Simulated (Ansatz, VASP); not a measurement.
# SiO2: VASP beside Ansatz, part 3 of 3

Aim: how closely do two programs agree when they are given the same cell, functional and k mesh? The cell is taken from a series of runs on this material, whose earlier steps may have relaxed, scaled, displaced or heated it; both programs get it as it stands.

VASP 6.6.1 and Ansatz 0.2.0.

So far: The starting structure; VASP: zone-centre phonons, LDA.

## Step 3: Ansatz: zone-centre phonons, LDA

Level of this step: Ansatz beside VASP: Kohn-Sham DFT, plane waves, LDA (Ansatz).

Ansatz runs on its PAW soft_1 files.

The same cell, functional (in two slightly different forms) and mesh now go to Ansatz, which takes its cutoff from its data sets.

Contents of input.yaml:

```yaml
crystal:
  lattice:
    - [4.1882424243, 0.0, 0.0]
    - [0.0, 4.1882424243, 0.0]
    - [0.0, 0.0, 2.6715428441]
  atoms:
    - { symbol: O, position: [0.6936076859, 0.6936076859, 0.0] }
    - { symbol: O, position: [0.1936076859, 0.8063923141, 0.5] }
    - { symbol: O, position: [0.3063923141, 0.3063923141, 0.0] }
    - { symbol: O, position: [0.8063923141, 0.1936076859, 0.5] }
    - { symbol: Si, position: [0.5, 0.5, 0.5] }
    - { symbol: Si, position: [0.0, 0.0, 0.0] }
kpoints:
  mp_grid: { grid: [8, 8, 8] }
hamiltonian:
  xc: lda
  pseudopotentials: { kind: paw, azcp: { folder: soft_1 }, xc_functional: pbe }
scf:
  occupations: { method: fixed }
output:
  eigenvalues: true
phonons:
  method: dfpt
  dielectric: true
  rigid_motions: translations
```

On the command line:

```sh
$ ansatz run input.yaml --threads 4 --pin off --max-ram 16384MiB --backend cpu --events-out ev --progress --plain --runs-dir out
```

Numbers of over 12 decimals in the logs are rounded to 6 here.

The program printed:

```text
Engine: ansatz 0.2.0, x86_64-unknown-linux-gnu
Pseudopotentials: kind: paw
Pseudopotential: O, paw, valence charge 6, recommended cutoff 420 eV (normal), soft_1/O.paw.azcp
Pseudopotential: Si, paw, valence charge 4, recommended cutoff 420 eV (normal), soft_1/Si.paw.azcp
Functional definition: SPW92
  exchange = slater_x
  correlation = pw_c
Crystal: 6 atoms, lattice volume = 46.863 Å³
Basis set: ecut = 420 eV, 913 PW (Γ), exchange–correlation on 60×60×36 points (8 copies of the dense FFT grid, shifted against one another)
Bands: 22, of which v1, the nominal top of the filled ones, is band 16 counted from 1 (15 counted from 0)
Symmetry: 16 space group operations
k-points: 260 of 512 (irreducible under 1 space group operation, time reversal used)
Non-local potential: O, projectors of the file, l = 0: 2, l = 1: 2, l = 2: 1
Non-local potential: Si, projectors of the file, l = 0: 2, l = 1: 2, l = 2: 1
PAW form: soft (Blöchl's): semilocal exchange-correlation on the pseudo side does not see the compensation charge
PAW frozen core: O, regenerated for the run's functional, and the local potential with it (the file was generated under x = pbe(κ = 0.804, μ = 0.219515), c = pbe(β = 0.066725))
PAW frozen core: Si, regenerated for the run's functional, and the local potential with it (the file was generated under x = pbe(κ = 0.804, μ = 0.219515), c = pbe(β = 0.066725))
PAW one-centre angular grid: O, 110 points (default); XC on 64 Gauss nodes
PAW one-centre angular grid: Si, 110 points (default); XC on 64 Gauss nodes
Initial density: superposition of atomic densities (chi_scale 0.1, normalization cell, long waves kept (reshape's long-wave potential 0.00 eV rms))
Initial wavefunctions: pseudopotential atomic-orbital guess
Functional: x = slater, c = lda
SCF iter   1: F=—  HF=-3447.470228 eV  |F-HF|=—  |Δ(HF+E_count)|=         —  Δρ=1.37e-1  dr2=7.00e0  ethr=3.10e-3  ⟨swp⟩=4.2  Hψ=25756  notcnv=0  defer=1013
preconditioner: auto → none  [insulator: Δε(μ)=6.628 eV  Ē_g=19.376 eV  n_scr=10 (ndim 8)  ℏωp=30.7 eV  f_vac=0.000  ε∞_Penn≈3.5]
SCF iter   2: F=—  HF=-3445.615557 eV  |F-HF|=—  |Δ(HF+E_count)|=    1.85e0  Δρ=6.37e-2  dr2=7.20e-1  ethr=3.10e-3  ⟨swp⟩=3.0  Hψ=13651  notcnv=0  defer=980
SCF iter   3: F=—  HF=-3445.431979 eV  |F-HF|=—  |Δ(HF+E_count)|=   1.84e-1  Δρ=2.20e-2  dr2=8.12e-2  ethr=2.25e-3  ⟨swp⟩=2.4  Hψ=10469  notcnv=0  defer=1016
SCF iter   4: F=—  HF=-3445.433755 eV  |F-HF|=—  |Δ(HF+E_count)|=   1.78e-3  Δρ=1.67e-3  dr2=4.35e-4  ethr=2.54e-4  ⟨swp⟩=2.0  Hψ=6316  notcnv=0  defer=1040
SCF iter   5: F=—  HF=-3445.433942 eV  |F-HF|=—  |Δ(HF+E_count)|=   1.87e-4  Δρ=2.23e-4  dr2=9.12e-6  ethr=1.36e-6  ⟨swp⟩=2.0  Hψ=9350  notcnv=0  defer=1040
SCF iter   6: F=—  HF=-3445.433947 eV  |F-HF|=—  |Δ(HF+E_count)|=   5.32e-6  Δρ=3.87e-5  dr2=3.37e-7  ethr=2.85e-8  ⟨swp⟩=2.0  Hψ=9419  notcnv=0  defer=477
SCF iter   7: F=—  HF=-3445.433947 eV  |F-HF|=—  |Δ(HF+E_count)|=   4.29e-7  Δρ=8.61e-6  dr2=1.81e-8  ethr=1.05e-9  ⟨swp⟩=2.1  Hψ=8380  notcnv=0  defer=451
SCF iter   8: F=—  HF=-3445.433947 eV  |F-HF|=—  |Δ(HF+E_count)|=   4.81e-9  Δρ=9.53e-7  dr2=2.56e-10  ethr=5.66e-11  ⟨swp⟩=2.0  Hψ=8423  notcnv=0  defer=451
SCF iter   9: F=-3445.433947 eV  HF=-3445.433947 eV  |F-HF|=3.18e-12  |Δ(HF+E_count)|=  5.09e-11  Δρ=1.67e-7  dr2=5.70e-12  ethr=1.00e-12  ⟨swp⟩=12.9  Hψ=38144  notcnv=0
SCF 1 converged in 9 iterations: F = -3445.433947 eV  dr2 = 5.70e-12
  greatest PAW one-centre occupation: 0.853 electrons in one spin orbital (limit 2), on the O atom at site 3 (counted from 0), in its partial waves of l = 0
DFPT response loops at Γ: preconditioner auto → none (the input reference at scf.mixing.eps_inf says where Resta's filter doesn't serve); β = 0.50; Broyden in place of MSR1
── the response to a field inside a basis, on 8×8×8 k-points: an SCF that follows is theirs, and a resumed run solves both again ──
Bands: 17, of which v1, the nominal top of the filled ones, is band 16 counted from 1 (15 counted from 0)
k-points: 40 of 512
Initial density: handed on by an earlier stage of this run
Initial wavefunctions: pseudopotential atomic-orbital guess (no wavefunctions were taken with the density)
Eigensolver: Dense (40 Hₖ)
SCF iter   1: F=—  HF=-3445.435537 eV  |F-HF|=—  |Δ(HF+E_count)|=         —  Δρ=7.51e-4  dr2=4.11e-5  ethr=1.00e-1
preconditioner: auto → none  [insulator: Δε(μ)=5.928 eV  Ē_g=16.085 eV  n_scr=10 (ndim 8)  ℏωp=30.7 eV  f_vac=0.000  ε∞_Penn≈4.6]
SCF iter   2: F=—  HF=-3445.435524 eV  |F-HF|=—  |Δ(HF+E_count)|=   1.22e-5  Δρ=3.18e-4  dr2=9.92e-6  ethr=1.28e-7
SCF iter   3: F=—  HF=-3445.435523 eV  |F-HF|=—  |Δ(HF+E_count)|=   1.17e-6  Δρ=1.26e-4  dr2=2.33e-6  ethr=3.10e-8
SCF iter   4: F=-3445.435522 eV  HF=-3445.435522 eV  |F-HF|=2.79e-10  |Δ(HF+E_count)|=   7.62e-7  Δρ=9.05e-6  dr2=1.12e-8  ethr=7.27e-9
SCF 1 converged in 4 iterations: F = -3445.435522 eV  dr2 = 1.12e-8
DFPT response loops at Γ: mixed as the last ones told, above
SCF converged after 9 iterations
Free energy (F): -3445.433947 eV
Harris-Foulkes:  -3445.433947 eV  (|F-HF|=3.18e-12)
Internal energy: -3445.433947 eV  (E = F + TS)
E sigma→0 (E₀):  -3445.433947 eV
Fermi energy:    10.135331 eV
--- Per-component energies (eV) ---
  E_band       = 53.730702
  E_kinetic    = 782.232415
  E_local      = -1209.553243  (includes V_loc(G=0)·N_el)
  E_nonlocal   = 260.066847
  E_hartree    = 437.585634
  E_xc         = -399.634957
  E_vxc        = -466.653223  (∫ρ·V_xc dr)
  E_paw        = -1581.375118  (= ΣΔE_a)
  E_vpaw       = -187.536694  (= ΣTr[D̂ρ^β])
  E_aug_tail   = 0.003253  (compensation charges beyond the density's cutoff)
  E_ewald      = -1735.315125
  E_core_change = 0.556347  (= ΣΔE_core)
  E_smearing   = -0.000000  (= −TS)
  E_closure    = -0.000000  (closes the sum)
  Σ components = -3445.433947   (vs F -3445.433947, Δ=0.00e0)
--- Band table (eV; the first three rows and the last of 260) ---
  k-point 0: bands = [... 12 lower, 7.5790, 9.2453, 9.2453, 10.1353, 15.6411, 16.5831, 18.4424, 18.4424, ... 2 higher]
  k-point 1: bands = [... 12 lower, 6.8777, 9.0936, 9.0936, 9.9450, 16.3533, 17.6751, 19.3218, 19.3218, ... 2 higher]
  k-point 2: bands = [... 12 lower, 5.7322, 8.6135, 8.6135, 9.3373, 17.4557, 19.7242, 20.0193, 21.1633, ... 2 higher]
  k-point 259: bands = [... 12 lower, 8.3437, 8.3437, 8.5839, 8.5839, 17.1431, 17.1431, 20.8255, 20.8255, ... 2 higher]
--- Phonons (Γ-DFPT): 4 representative perturbations + reference, on 260 of 512 k-points (Σ response iterations 12) ---
  k mesh reduced under 1 symmetry operation, with k and −k counted as one. Each operation leaves every solved perturbation unchanged. A smaller set is not considered because the run solves the response to a homogeneous field
  ASR residual: 4.501e-5 → 0.000e0 eV/Å²; symmetrization residual: 1.716e-6 eV/Å²
  ASR residual per site (eV/Å²): 4.50e-5 4.50e-5 4.50e-5 4.50e-5 1.57e-5 1.57e-5
  Γ frequencies (cm⁻¹): 0.00 0.00 0.00 225.08 378.05 451.59 451.59 554.26 554.26 570.85 570.85 577.79 644.48 734.29 739.31 809.02 809.02 922.35
  ε∞ (high-frequency dielectric tensor):
        3.399709     0.000000     0.000000
        0.000000     3.399709     0.000000
        0.000000     0.000000     3.573062
  ε⁰ (static dielectric tensor: ions relaxed, cell fixed):
       11.907834     0.000000    -0.000000
        0.000000    11.907834    -0.000000
       -0.000000    -0.000000     9.208213
  ε⁰ − ε∞ (ionic part):
        8.508125     0.000000    -0.000000
        0.000000     8.508125    -0.000000
       -0.000000    -0.000000     5.635151
  softest optical mode at Γ: 225.08 cm⁻¹; the repairs (sum rule, projections) moved no ω² at Γ by more than (1.18 cm⁻¹)²
  Born effective charges Z* (e; rows j = field, columns β = displacement):
    site 0:
        -1.90973   -0.58461   -0.00000
        -0.58461   -1.90973   -0.00000
        -0.00000   -0.00000   -2.04147
    site 1:
        -1.90973    0.58461   -0.00000
         0.58461   -1.90973   -0.00000
        -0.00000   -0.00000   -2.04147
    site 2:
        -1.90973   -0.58461   -0.00000
        -0.58461   -1.90973   -0.00000
        -0.00000   -0.00000   -2.04147
    site 3:
        -1.90973    0.58461   -0.00000
         0.58461   -1.90973   -0.00000
        -0.00000   -0.00000   -2.04147
    site 4:
         3.81945   -0.37746    0.00000
        -0.37746    3.81945    0.00000
         0.00000    0.00000    4.08294
    site 5:
[...]
Z* charge neutrality: 1.970e-3 e pre-enforcement
  solved inside a basis spanned on kpoints, on 8×8×8 k-points, its susceptibility summed on 8×8×12: ε∞ is read to err by 8.4e-3, Z* by 1.5e-2 e (field_mesh: kpoints solves on kpoints); Z* is corrected for what the basis lacks
  optical modes at Γ without the LO–TO term, one row a degenerate level:
      ω (cm⁻¹)  modes    IR ((D/Å)²/amu)
[...]
optical modes at Γ + LO–TO along q̂ = [1.0000, 0.0000, 0.0000]:
      ω (cm⁻¹)  modes    IR ((D/Å)²/amu)
[...]
optical modes at Γ + LO–TO along q̂ = [0.0000, 1.0000, 0.0000]:
      ω (cm⁻¹)  modes    IR ((D/Å)²/amu)
[...]
optical modes at Γ + LO–TO along q̂ = [0.0000, 0.0000, 1.0000]:
      ω (cm⁻¹)  modes    IR ((D/Å)²/amu)
[...]
554.26      2             6.0873
        570.85      2             0.0000
        577.79      1             0.0000
        734.29      1             0.0000
        739.31      1             0.0000
        809.02      2            23.4234
        922.35      1             0.0000
       1034.61      1            51.4273
```

Reading the cycles: dr2 is the Hartree energy of the density residual (eV), the measure of convergence; HF is the Harris–Foulkes estimate of the energy, which meets the free energy F at convergence.

## Step 4: Comparison

Known differences besides the potentials themselves: fixed occupations in Ansatz, narrow Gaussian smearing in VASP; VASP's response is taken on the typed mesh, Ansatz refines its own for the field response alone; the cutoff is 420 eV in Ansatz and 600 eV in VASP; VASP's log shows a relativistic correction to its local exchange, Ansatz's none. Total energies have different zeros and are not compared.

Compared:

```csv
quantity,Ansatz,VASP,difference
ε∞ xx,3.40,3.38,+0.68 %
ε∞ yy,3.40,3.38,+0.68 %
ε∞ zz,3.57,3.55,+0.74 %
Born charge of O1 (mean of the diagonal) (e),-1.95,-1.94,-0.02
Born charge of Si5 (mean of the diagonal) (e),3.91,3.87,+0.03
optical mode 1 (cm⁻¹),225.1,225.9,-0.35 %
optical mode 2 (cm⁻¹),378.1,381.0,-0.77 %
optical mode 3 to 4 (cm⁻¹),451.6,456.0,-0.98 %
optical mode 5 to 6 (cm⁻¹),554.3,557.9,-0.66 %
optical mode 7 to 8 (cm⁻¹),570.9,575.5,-0.80 %
optical mode 9 (cm⁻¹),577.8,581.6,-0.66 %
optical mode 10 (cm⁻¹),644.5,651.4,-1.07 %
optical mode 11 (cm⁻¹),734.3,737.3,-0.41 %
optical mode 12 (cm⁻¹),739.3,746.0,-0.90 %
optical mode 13 to 14 (cm⁻¹),809.0,811.8,-0.34 %
optical mode 15 (cm⁻¹),922.4,925.4,-0.33 %
```

Modes are paired by rising frequency, not by their patterns, so a pair may set unlike modes beside each other; they are those without the splitting of longitudinal modes.

## Step 5: Outcome

* r.m.s. difference of the optical zone-centre modes, each program's sorted by frequency (zone-centre phonons, LDA): 4.2 cm⁻¹
* difference in optical mode 10 (zone-centre phonons, LDA): -1.1 %

The r.m.s. difference of the optical zone-centre modes, each program's sorted by frequency is 4.2 cm⁻¹ (zone-centre phonons, LDA). Among the rows given in per cent, the largest difference of the zone-centre phonons, LDA pair is in optical mode 10, -1.1 %. How closely two codes agree says nothing of how well the functional describes the real material.

[Lines on the potential files, build, host, timing and source positions are cut from VASP's logs without a mark.]

[Logs are printed without paths, hosts, clocks, repeated set-up lines and the standing remarks that a program may print on its own settings, such as how far it seeks lower states.]

[Hosts, paths, dates, database ids (printed as entryN), source tags and the programs' standing remarks are cut or masked in the printed files.]
